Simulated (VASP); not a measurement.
Output of a VASP run:

### OSZICAR
```
       N       E                     dE             d eps       ncg     rms          rms(c)
DAV:   1     0.174055982687E+03    0.17406E+03   -0.18256E+04  2016   0.154E+03
DAV:   2    -0.363845050908E+02   -0.21044E+03   -0.20529E+03  2672   0.325E+02
DAV:   3    -0.431976605806E+02   -0.68132E+01   -0.67915E+01  2396   0.630E+01
DAV:   4    -0.432507310310E+02   -0.53070E-01   -0.53008E-01  2380   0.631E+00
DAV:   5    -0.432513380890E+02   -0.60706E-03   -0.60700E-03  2320   0.665E-01    0.171E+01
DAV:   6    -0.378813311066E+02    0.53700E+01   -0.22049E+01  2224   0.332E+01    0.707E+00
DAV:   7    -0.379263138808E+02   -0.44983E-01   -0.58799E-01  2348   0.549E+00    0.283E+00
DAV:   8    -0.379413750098E+02   -0.15061E-01   -0.20115E-02  2252   0.154E+00    0.110E+00
DAV:   9    -0.379473504003E+02   -0.59754E-02   -0.88066E-03  2220   0.106E+00    0.179E-01
DAV:  10    -0.379475224235E+02   -0.17202E-03   -0.75770E-04  2348   0.222E-01    0.564E-02
DAV:  11    -0.379474834647E+02    0.38959E-04   -0.18427E-04  2304   0.105E-01    0.165E-02
DAV:  12    -0.379474841442E+02   -0.67951E-06   -0.84032E-06  2348   0.213E-02    0.617E-03
DAV:  13    -0.379474840332E+02    0.11104E-06   -0.10118E-06  2296   0.782E-03    0.839E-04
DAV:  14    -0.379474840298E+02    0.33956E-08   -0.28508E-08  1292   0.151E-03
   1 F= -.37947484E+02 E0= -.37947484E+02  d E =0.000000E+00
```

### OUTCAR
```
------------------------ aborting loop because EDIFF is reached ----------------------------------------
  FORCE on cell =-STRESS in cart. coord.  units (eV):
  Direction    XX          YY          ZZ          XY          YZ          ZX
  --------------------------------------------------------------------------------------
  Total        0.0559209      0.0559209     -0.0700183      0.0000000      0.0000000      0.0000000
  in kB        1.8700311      1.8700311     -2.3414579      0.0000000      0.0000000      0.0000000
  external PRESSURE =       0.4662014 kB  Pullay stress =       0.0000000 kB
  volume of cell :       47.91
      direct lattice vectors                 reciprocal lattice vectors
     4.212760825  0.000000000  0.000000000     0.237374027  0.000000000  0.000000000
     0.000000000  4.212760825  0.000000000     0.000000000  0.237374027  0.000000000
     0.000000000  0.000000000  2.699618331     0.000000000  0.000000000  0.370422733
 POSITION                                       TOTAL-FORCE (eV/Angst)
 -----------------------------------------------------------------------------------
      0.00000      0.00000      0.00000         0.000000      0.000000      0.000000
      2.10638      2.10638      1.34981         0.000000      0.000000      0.000000
      1.28957      1.28957      0.00000        -0.000146     -0.000146     -0.000000
      3.39595      0.81681      1.34981        -0.000146      0.000146      0.000000
      0.81681      3.39595      1.34981         0.000146     -0.000146     -0.000000
      2.92319      2.92319      0.00000         0.000146      0.000146      0.000000
 -----------------------------------------------------------------------------------
    total drift:                                0.000000      0.000000     -0.000000
  FREE ENERGIE OF THE ION-ELECTRON SYSTEM (eV)
  ---------------------------------------------------
  free  energy   TOTEN  =       -37.9474840298 eV

  energy  without entropy=      -37.9474840298  energy(sigma->0) =      -37.94748403

 total charge

# of ion       s       p       d       tot
------------------------------------------
    1        0.575   0.839   0.000   1.414
    2        0.575   0.839   0.000   1.414
    3        1.541   3.682   0.000   5.223
    4        1.541   3.682   0.000   5.223
    5        1.541   3.682   0.000   5.223
    6        1.541   3.682   0.000   5.223
--------------------------------------------------
tot          7.316  16.406   0.000  23.721

 Electric field gradients after diagonalization (V/A^2)
 (convention: |V_zz| > |V_xx| > |V_yy|)
----------------------------------------------------------------------
 ion       V_xx      V_yy      V_zz     asymmetry (V_yy - V_xx)/ V_zz
----------------------------------------------------------------------
   1     -16.272    -3.059    19.331       0.684
   2     -16.272    -3.059    19.331       0.684
   3      63.447    49.706  -113.153       0.121
   4      63.447    49.706  -113.153       0.121
   5      63.447    49.706  -113.153       0.121
   6      63.447    49.706  -113.153       0.121
```
(Selected blocks of OUTCAR.)

**POSCAR**
```
SiO2
1
    4.2127608250     0.0000000000     0.0000000000
    0.0000000000     4.2127608250     0.0000000000
    0.0000000000     0.0000000000     2.6996183313
Si O
2 4
Direct
  0.0000000000   0.0000000000   0.0000000000
  0.5000000000   0.5000000000   0.5000000000
  0.3061099495   0.3061099495   0.0000000000
  0.8061099495   0.1938900505   0.5000000000
  0.1938900505   0.8061099495   0.5000000000
  0.6938900505   0.6938900505   0.0000000000
```

Question: Write an INCAR and KPOINTS that could have produced this output.

Answer: One answer among several that fit: the input of the run itself, optB88-vdW, plane waves, VASP's PBE PAW potentials (set 64).

File KPOINTS:
```
Automatic mesh
0
Gamma
6 6 9
0 0 0
```

**INCAR**
```
ALGO  =  Normal   # blocked Davidson
SYSTEM  =  SiO2
LORBIT  =  11   # lm-projected
PARAM2  =  0.22
PREC  =  Accurate
LREAL  =  .FALSE.   # projection in real space or not
EDIFF  =  1E-7   # SCF stop (eV)
LUSE_VDW  =  .TRUE.
LEFG  =  .TRUE.
LWAVE  =  .FALSE.
ENCUT  =  520
LCHARG  =  .TRUE.
LASPH  =  .TRUE.
AGGAC  =  0.0
NELM  =  100   # most electronic steps
NEDOS  =  601
PARAM1  =  0.1833333333
ISMEAR  =  -5
GGA  =  BO
ISIF  =  2   # forces and stress, cell fixed
```

POTCAR, in this order: Si O (PBE.64 set). Program: vasp_std.

The compound is SiO2 in the rutile structure, stishovite, a high-pressure form. It was relaxed first.
